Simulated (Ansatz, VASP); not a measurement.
**Two plane-wave programs on AlBN**

```xyz
6
Lattice="3.3013 0.0000 0.0000 -1.6506 2.8590 0.0000 0.0000 0.0000 8.4918" Properties=species:S:1:pos:R:3 pbc="T T T"
Al    0.0000    0.0000    6.4111
Al    0.0000    0.0000    2.0807
B     0.0000    0.0000    4.2459
B     0.0000    0.0000    0.0000
N     0.0000    1.9060    4.2459
N     1.6506    0.9530    4.2459
```

The cell was built by a generator and needn't be a form met in nature.

Alike in both runs: task single point; functional PBE; k mesh 15 × 15 × 6; occupations gaussian, width 0.1 eV; no spin polarisation.

|  | VASP | Ansatz |
| --- | --- | --- |
| version | VASP 6.6.1 | Ansatz 0.2.0 |
| potentials or method | VASP PAW PBE potentials, release 64 (Al, B, N) | scalar-relativistic, plane waves, PAW |
| plane-wave cutoff (eV) | 520 | 420 |
| valence electrons in the cell | 22 | 22 |

|  | VASP | Ansatz | Ansatz less VASP |
| --- | --- | --- | --- |
| gap on the k mesh at the Fermi level (eV) | none | none | - |
| pressure (GPa) | 0.0 | 0.0 | +0.04 |

A gap of «none» marks a metal or a gap that the smearing closes. The functional is the same, so the differences come from potentials, cutoffs and numerics.
